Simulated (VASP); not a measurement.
# Calcium: the relaxed cell at several levels of theory

How much does the relaxed cell of Calcium depend on the functional? The starting structure is a measured crystal structure from the Crystallography Open Database.

Method: Kohn-Sham DFT with plane waves and PAW; PBEsol, r2SCAN, PBE and LDA, in VASP 6.6.1.

**1. The structure**

Symmetry: Fm-3m, No. 225, cubic system. Conventional cell: a = 5.576 Å, b = 5.576 Å, c = 5.576 Å, α = 90.00°, β = 90.00°, γ = 90.00°. Nearest to Ca lie 12 Ca at 3.94 Å.

As a file:

```xyz
1
Lattice="0.0000 2.7880 2.7880 2.7880 0.0000 2.7880 2.7880 2.7880 0.0000" Properties=species:S:1:pos:R:3 pbc="T T T"
Ca    0.0000    0.0000    0.0000
```

**2. Relaxation with PBEsol**

PBEsol restores the gradient expansion of exchange and is tuned for the cells of solids. This run starts from the cell of an earlier relaxation, which isn't shown; the restart sets up the plane waves anew.

INCAR

```
SYSTEM = Ca
PREC = Accurate
ENCUT = 520
EDIFF = 1E-07
NELM = 100
ISMEAR = 1
SIGMA = 0.15
LREAL = .FALSE.
ALGO = Normal
GGA = PS
NBANDS = 11
LORBIT = 11
LWAVE = .FALSE.
LCHARG = .FALSE.
KPAR = 4
IBRION = 2
NSW = 50
ISIF = 3
EDIFFG = -0.005
LASPH = .TRUE.
```

POSCAR

```
Ca
1.0
    0.0000000000      2.7278831382      2.7278831382
    2.7278831382      0.0000000000      2.7278831382
    2.7278831382      2.7278831382      0.0000000000
Ca
1
Direct
    0.0000000000      0.0000000000      0.0000000000
```

KPOINTS

```
Automatic mesh
0
Gamma
14 14 14
0 0 0
```

Potentials, in the order of the species: Ca_sv (PBE family, release 64).

The run is started by

```bash
$ mpirun -np 4 vasp_std
```

Log:

```text
[banner, memory and clock lines left out]
running    4 mpi-ranks, on    1 nodes
 distrk:  each k-point on    1 cores,    4 groups
 distr:  one band on    1 cores,    1 groups

 POSCAR found type information on POSCAR Ca
 POSCAR found :  1 types and       1 ions
|                                                                             |
|               ----> ADVICE to this user running VASP <----                  |
|                                                                             |
|     You enforced a specific xc type in the INCAR file but a different       |
|     [... a line on the potential file left out ...]
|     I HOPE YOU KNOW WHAT YOU ARE DOING!                                     |
|                                                                             |

 LDA part: xc-table for (Slater+PW92), standard interpolation
 POSCAR, INCAR and KPOINTS ok, starting setup
 FFT: planning ... GRIDC
 FFT: planning ... GRID_SOFT
 FFT: planning ... GRID
 WAVECAR not read
 entering main loop
       N       E                     dE             d eps       ncg     rms          rms(c)
DAV:   1     0.677405054113E+02    0.67741E+02   -0.50631E+03  2288   0.826E+02
DAV:   2    -0.608960967928E+00   -0.68349E+02   -0.67708E+02  2504   0.212E+02
DAV:   3    -0.206658629733E+01   -0.14576E+01   -0.14405E+01  3352   0.308E+01
DAV:   4    -0.214358311167E+01   -0.76997E-01   -0.76728E-01  3000   0.537E+00
DAV:   5    -0.214527964221E+01   -0.16965E-02   -0.16963E-02  3212   0.683E-01    0.225E+00
DAV:   6    -0.213797902183E+01    0.73006E-02   -0.78364E-03  2811   0.103E+00    0.135E+00
DAV:   7    -0.213438978631E+01    0.35892E-02   -0.13751E-02  2501   0.142E+00    0.891E-02
DAV:   8    -0.213423734883E+01    0.15244E-03   -0.10562E-03  2798   0.280E-01    0.194E-02
DAV:   9    -0.213424190941E+01   -0.45606E-05   -0.63448E-05  2938   0.711E-02    0.596E-03
DAV:  10    -0.213424198349E+01   -0.74076E-07   -0.57470E-06  3622   0.191E-02    0.654E-04
DAV:  11    -0.213424171417E+01    0.26932E-06   -0.13197E-07  2348   0.320E-03    0.167E-04
DAV:  12    -0.213424171673E+01   -0.25585E-08   -0.17161E-08  1513   0.100E-03
   1 F= -.21342417E+01 E0= -.21337966E+01  d E =-.213424E+01
 curvature:   0.00 expect dE= 0.000E+00 dE for cont linesearch  0.000E+00
 trial: gam= 0.00000 g(F)=  0.774E-62 g(S)=  0.257E-06 ort = 0.000E+00 (trialstep = 0.100E+01)
 search vector abs. value=  0.257E-06
 reached required accuracy - stopping structural energy minimisation
```

Run time: 12 s. Hardware: 4 MPI ranks of AMD EPYC 7R43, shared host; peak memory 0.67 GiB.

The logs omit lines about the potential files and the build; timing stands in the text.

Parts of OUTCAR (step 2):

```text
ion  position               nearest neighbor table
   1  0.000  0.000  0.000-

  LATTYP: Found a face centered cubic cell.
 ALAT       =     5.4557662764

 Subroutine GETGRP returns: Found 48 space group operations
 (whereof 48 operations were pure point group operations)

The static configuration has the point symmetry O_h .

 Found    104 irreducible k-points:

   k-points           NKPTS =    104   k-points in BZ     NKDIM =    104   number of bands    NBANDS=     11

   dimension x,y,z NGX =    30 NGY =   30 NGZ =   30
   dimension x,y,z NGXF=    60 NGYF=   60 NGZF=   60

   ENCUT  =  520.0 eV  38.22 Ry    6.18 a.u.   7.17  7.17  7.17*2*pi/ulx,y,z

   NELECT =      10.0000    total number of electrons

 k-points in reciprocal lattice and weights: Automatic mesh
   0.00000000  0.00000000  0.00000000       0.000
   0.07142857  0.00000000  0.00000000       0.003
   0.14285714  0.00000000  0.00000000       0.003
   0.21428571  0.00000000  0.00000000       0.003
   0.28571429  0.00000000  0.00000000       0.003
   0.35714286  0.00000000  0.00000000       0.003
   0.42857143  0.00000000  0.00000000       0.003
   0.50000000  0.00000000  0.00000000       0.001
   0.07142857  0.07142857  0.00000000       0.002
[...]
-0.28571429  0.42857143  0.21428571       0.009
  -0.28571429  0.50000000  0.21428571       0.004

 average (electrostatic) potential at core
       1 -48.5280

 E-fermi :   2.0374

 k-point     1 :       0.0000    0.0000    0.0000
  band No.  band energies     occupation
      1     -39.7102      2.00000
      2     -20.6966      2.00000
      3     -20.6966      2.00000
      4     -20.6966      2.00000
      5      -2.0594      2.00000
      6       4.4197     -0.00000
      7       4.4197     -0.00000
      8       4.4197     -0.00000
      9       5.5489      0.00000
     10       5.5489      0.00000
    ...

 k-point     2 :       0.0714    0.0000    0.0000
  band No.  band energies     occupation
      1     -39.7093      2.00000
      2     -20.7049      2.00000
      3     -20.6978      2.00000
      4     -20.6978      2.00000
      5      -1.9689      2.00000
      6       4.3206     -0.00000
      7       4.4551     -0.00000
      8       4.4551     -0.00000
      9       5.5174      0.00000
     10       5.5174      0.00000
    ...

 k-point     3 :       0.1429    0.0000    0.0000
  band No.  band energies     occupation
      1     -39.7070      2.00000
      2     -20.7277      2.00000
      3     -20.7009      2.00000
      4     -20.7009      2.00000
      5      -1.7023      2.00000
      6       4.0539     -0.00000
      7       4.5358     -0.00000
      8       4.5358     -0.00000
      9       5.4605      0.00000
     10       5.4605      0.00000
    ...

  Total       -0.0013321     -0.0013321     -0.0013321      0.0000000      0.0000000     -0.0000000
  in kB       -0.0525708     -0.0525708     -0.0525708      0.0000000      0.0000000     -0.0000000
  external PRESSURE =      -0.0525708 kB  Pullay stress =       0.0000000 kB

  energy-cutoff  :      520.00
  volume of cell :       40.60
      direct lattice vectors                 reciprocal lattice vectors
     0.000000000  2.727883138  2.727883138    -0.183292309  0.183292309  0.183292309
     2.727883138  0.000000000  2.727883138     0.183292309 -0.183292309  0.183292309
     2.727883138  2.727883138  0.000000000     0.183292309  0.183292309 -0.183292309

 POSITION                                       TOTAL-FORCE (eV/Angst)
 -----------------------------------------------------------------------------------
      0.00000      0.00000      0.00000         0.000000      0.000000      0.000000
 -----------------------------------------------------------------------------------
    total drift:                               -0.000000     -0.000000     -0.000000

  FREE ENERGIE OF THE ION-ELECTRON SYSTEM (eV)
  ---------------------------------------------------
  free  energy   TOTEN  =        -2.1342417167 eV

  energy  without entropy=       -2.1329062283  energy(sigma->0) =       -2.13379655

 reached required accuracy - stopping structural energy minimisation

 total charge
# of ion       s       p       d       tot
------------------------------------------
    1        2.088   5.831   0.167   8.085

[... 3 further parts left out ...]
```

CONTCAR:

```
Ca
   1.00000000000000
     0.0000000000000000    2.7278831382000002    2.7278831382000002
     2.7278831382000002    0.0000000000000000    2.7278831382000002
     2.7278831382000002    2.7278831382000002    0.0000000000000000
  Ca
     1
Direct
     0.0000000000000000    0.0000000000000000    0.0000000000000000
```

The PAW data sets were made with PBE, which is usual practice but a small mismatch for other functionals. The run keeps the 48 symmetry operations of its start, so it cannot find a distortion of lower symmetry.

With PBEsol the relaxed cell holds 40.598 Å³ an atom, -6.33 % against the measured cell, with a = 5.456 Å.

**3. Relaxation with r2SCAN**

r2SCAN adds the kinetic-energy density, costs more than a GGA and is run with LASPH. This run starts from the cell of an earlier relaxation, which isn't shown; the restart sets up the plane waves anew.

INCAR: that of step 2 with these lines changed.

```diff
@@ -9,3 +9,4 @@
 ALGO = Normal
-GGA = PS
+METAGGA = R2SCAN
+LASPH = .TRUE.
 NBANDS = 11
@@ -19,2 +20 @@
 EDIFFG = -0.005
-LASPH = .TRUE.
```

POSCAR

```
Ca
1.0
    0.0000000000      2.7872754302      2.7872754302
    2.7872754302      0.0000000000      2.7872754302
    2.7872754302      2.7872754302      0.0000000000
Ca
1
Direct
    0.0000000000      0.0000000000      0.0000000000
```

KPOINTS is that of step 2.

The run is started by

```bash
$ mpirun -np 4 vasp_std
```

Log:

```text
[banner, memory and clock lines left out]
running    4 mpi-ranks, on    1 nodes
[...]
[... a notice as in an earlier step ...]

 LDA part: xc-table for (None), standard interpolation
 POSCAR, INCAR and KPOINTS ok, starting setup
[...]
entering main loop
       N       E                     dE             d eps       ncg     rms          rms(c)
DAV:   1     0.620819467053E+02    0.62082E+02   -0.50637E+03  2288   0.839E+02
DAV:   2    -0.725328399334E+01   -0.69335E+02   -0.68664E+02  2549   0.215E+02
DAV:   3    -0.910217119023E+01   -0.18489E+01   -0.18203E+01  3537   0.329E+01
DAV:   4    -0.920007767513E+01   -0.97906E-01   -0.96930E-01  3057   0.549E+00
[...]
DAV:  16    -0.703240349377E+01   -0.47411E-06   -0.16341E-07  2871   0.194E-03    0.541E-04
DAV:  17    -0.703240375974E+01   -0.26597E-06   -0.11347E-08  1315   0.917E-04    0.309E-04
DAV:  18    -0.703240366779E+01    0.91948E-07   -0.38194E-09  1231   0.558E-04
   1 F= -.70324037E+01 E0= -.70321411E+01  d E =-.703240E+01
[...]
reached required accuracy - stopping structural energy minimisation
```

Elapsed: 75 s, on 4 MPI ranks; peak memory 0.69 GiB.

From OUTCAR (step 3):

```text
  Total       -0.0016463     -0.0016463     -0.0016463     -0.0000000      0.0000000      0.0000000
  in kB       -0.0609051     -0.0609051     -0.0609051     -0.0000000      0.0000000      0.0000000
  external PRESSURE =      -0.0609051 kB  Pullay stress =       0.0000000 kB

 POSITION                                       TOTAL-FORCE (eV/Angst)
 -----------------------------------------------------------------------------------
      0.00000      0.00000      0.00000         0.000000     -0.000000     -0.000000
 -----------------------------------------------------------------------------------
    total drift:                               -0.000000     -0.000000     -0.000000

  FREE ENERGIE OF THE ION-ELECTRON SYSTEM (eV)
  ---------------------------------------------------
  free  energy   TOTEN  =        -7.0324036678 eV

  energy  without entropy=       -7.0316160067  energy(sigma->0) =       -7.03214111

[... 2 parts as in an earlier step ...]

[... 2 further parts left out ...]
[key lines of the parts left out:]
E-fermi :   1.8872
```

With r2SCAN the relaxed cell holds 43.308 Å³ an atom, -0.08 % against the measured cell, with a = 5.575 Å. That is +6.67 % from PBEsol.

**4. Relaxation with PBE**

PBE, the usual starting point, adds the gradient of the density. This run starts from the cell of an earlier relaxation, which isn't shown; the restart sets up the plane waves anew.

INCAR: that of step 3 with these lines changed.

```diff
@@ -9,4 +9,3 @@
 ALGO = Normal
-METAGGA = R2SCAN
-LASPH = .TRUE.
+GGA = PE
 NBANDS = 11
@@ -20 +19,2 @@
 EDIFFG = -0.005
+LASPH = .TRUE.
```

POSCAR

```
Ca
1.0
    0.0000000000      2.7637786126      2.7637786126
    2.7637786126      0.0000000000      2.7637786126
    2.7637786126      2.7637786126      0.0000000000
Ca
1
Direct
    0.0000000000      0.0000000000      0.0000000000
```

KPOINTS is that of step 3.

The run is started by

```bash
$ mpirun -np 4 vasp_std
```

Log:

```text
[banner, memory and clock lines left out]
running    4 mpi-ranks, on    1 nodes
[...]
LDA part: xc-table for (Slater+PW92), standard interpolation
 POSCAR, INCAR and KPOINTS ok, starting setup
[...]
entering main loop
       N       E                     dE             d eps       ncg     rms          rms(c)
DAV:   1     0.677836503746E+02    0.67784E+02   -0.50278E+03  2288   0.825E+02
DAV:   2    -0.252101799735E+00   -0.68036E+02   -0.67384E+02  2492   0.209E+02
DAV:   3    -0.187393020198E+01   -0.16218E+01   -0.16009E+01  3421   0.313E+01
DAV:   4    -0.193907050502E+01   -0.65140E-01   -0.64848E-01  2998   0.485E+00
[...]
DAV:  11    -0.193010629607E+01    0.32427E-06   -0.28327E-07  3559   0.313E-03    0.204E-03
DAV:  12    -0.193010610313E+01    0.19293E-06   -0.29349E-08  1611   0.199E-03    0.145E-04
DAV:  13    -0.193010610688E+01   -0.37485E-08   -0.10886E-08  1432   0.781E-04
   1 F= -.19301061E+01 E0= -.19297066E+01  d E =-.193011E+01
[...]
reached required accuracy - stopping structural energy minimisation
```

Run time: 13 s. Hardware: 4 MPI ranks; peak memory 0.68 GiB.

Parts of OUTCAR (step 4):

```text
  Total       -0.0011182     -0.0011182     -0.0011182     -0.0000000      0.0000000      0.0000000
  in kB       -0.0424316     -0.0424316     -0.0424316     -0.0000000      0.0000000      0.0000000
  external PRESSURE =      -0.0424316 kB  Pullay stress =       0.0000000 kB

 POSITION                                       TOTAL-FORCE (eV/Angst)
 -----------------------------------------------------------------------------------
      0.00000      0.00000      0.00000        -0.000000      0.000000      0.000000
 -----------------------------------------------------------------------------------
    total drift:                               -0.000000     -0.000000     -0.000000

  FREE ENERGIE OF THE ION-ELECTRON SYSTEM (eV)
  ---------------------------------------------------
  free  energy   TOTEN  =        -1.9301061069 eV

  energy  without entropy=       -1.9289076543  energy(sigma->0) =       -1.92970662

[... 2 parts as in an earlier step ...]

[... 2 further parts left out ...]
[key lines of the parts left out:]
E-fermi :   1.9511
```

With PBE the relaxed cell holds 42.222 Å³ an atom, -2.58 % against the measured cell, with a = 5.528 Å. That is +4.00 % from PBEsol.

**5. Relaxation with LDA**

LDA, the lowest rung, knows the local density alone. This run starts from the cell of an earlier relaxation, which isn't shown; the restart sets up the plane waves anew.

INCAR: that of step 4 with these lines changed.

```diff
@@ -9,3 +9,3 @@
 ALGO = Normal
-GGA = PE
+GGA = CA
 NBANDS = 11
```

POSCAR

```
Ca
1.0
    0.0000000000      2.6682390385      2.6682390385
    2.6682390385      0.0000000000      2.6682390385
    2.6682390385      2.6682390385      0.0000000000
Ca
1
Direct
    0.0000000000      0.0000000000      0.0000000000
```

KPOINTS is that of step 4.

The projector-augmented-wave data sets are Ca_sv (LDA family, release 64).

The run is started by

```bash
$ mpirun -np 4 vasp_std
```

Log:

```text
[banner, memory and clock lines left out]
running    4 mpi-ranks, on    1 nodes
[...]
LDA part: xc-table for (Slater(with rela. corr.)+CA(PZ))
 , standard interpolation
 POSCAR, INCAR and KPOINTS ok, starting setup
[...]
entering main loop
       N       E                     dE             d eps       ncg     rms          rms(c)
DAV:   1     0.685564361092E+02    0.68556E+02   -0.51138E+03  2288   0.839E+02
DAV:   2    -0.629976514473E+00   -0.69186E+02   -0.68588E+02  2504   0.214E+02
DAV:   3    -0.215401665241E+01   -0.15240E+01   -0.15060E+01  3282   0.314E+01
DAV:   4    -0.222686721073E+01   -0.72851E-01   -0.72629E-01  2923   0.546E+00
[...]
DAV:  10    -0.220609647762E+01   -0.37110E-06   -0.58921E-06  3478   0.150E-02    0.142E-03
DAV:  11    -0.220609633325E+01    0.14438E-06   -0.18459E-07  3234   0.328E-03    0.209E-03
DAV:  12    -0.220609633203E+01    0.12185E-08   -0.38659E-08  1510   0.256E-03
   1 F= -.22060963E+01 E0= -.22057278E+01  d E =-.220610E+01
[...]
reached required accuracy - stopping structural energy minimisation
```

Elapsed: 8.6 s, on 4 MPI ranks; peak memory 0.54 GiB; 32 s of CPU time.

OUTCAR, selected parts (step 5):

```text
  Total       -0.0016328     -0.0016328     -0.0016328     -0.0000000     -0.0000000      0.0000000
  in kB       -0.0688557     -0.0688557     -0.0688557     -0.0000000     -0.0000000      0.0000000
  external PRESSURE =      -0.0688557 kB  Pullay stress =       0.0000000 kB

 POSITION                                       TOTAL-FORCE (eV/Angst)
 -----------------------------------------------------------------------------------
      0.00000      0.00000      0.00000        -0.000000      0.000000     -0.000000
 -----------------------------------------------------------------------------------
    total drift:                               -0.000000     -0.000000     -0.000000

  FREE ENERGIE OF THE ION-ELECTRON SYSTEM (eV)
  ---------------------------------------------------
  free  energy   TOTEN  =        -2.2060963320 eV

  energy  without entropy=       -2.2049907954  energy(sigma->0) =       -2.20572782

[... 2 parts as in an earlier step ...]

[... 2 further parts left out ...]
[key lines of the parts left out:]
E-fermi :   2.2236
```

With LDA the relaxed cell holds 37.993 Å³ an atom, -12.34 % against the measured cell, with a = 5.336 Å. That is -6.42 % from PBEsol.

**6. The runs compared**

```csv
level,volume (Å³/atom),against the measured cell (%),a (Å),pressure left (GPa),core minutes
PBEsol,40.598,-6.33,5.4558,-0.01,4.16
r2SCAN,43.308,-0.08,5.5746,-0.01,12.2
PBE,42.222,-2.58,5.5276,0.0,4.11
LDA,37.993,-12.34,5.3365,-0.01,3.57
```

Core minutes are wall time times ranks, summed over the relaxations behind a row (those for a bulk modulus apart), on shared hosts.

**7. Summary of results**

```
volume, PBEsol : 40.60 Å³/atom
volume, r2SCAN : 43.31 Å³/atom
volume, PBE    : 42.22 Å³/atom
volume, LDA    : 37.99 Å³/atom
```

In words: Across 4 levels the volume of Calcium spans 14.0 %, from 37.99 Å³ an atom (LDA) to 43.31 Å³ (r2SCAN). Against the measured volume of the starting structure, r2SCAN comes nearest (-0.1 %) and LDA lies farthest (-12.3 %). The measured cell holds zero-point expansion and, unless it was taken cold, thermal expansion, which the runs lack, so small differences decide nothing. All runs keep the symmetry of the start, so they can't find a distortion of lower symmetry.

[Lines on the potential files, build, host, timing and source positions are cut from VASP's logs without a mark.]

[Logs are printed without paths, hosts, clocks, repeated set-up lines and the standing remarks that a program may print on its own settings, such as how far it seeks lower states.]

[Hosts, paths, dates, database ids (printed as entryN), source tags and the programs' standing remarks are cut or masked in the printed files.]
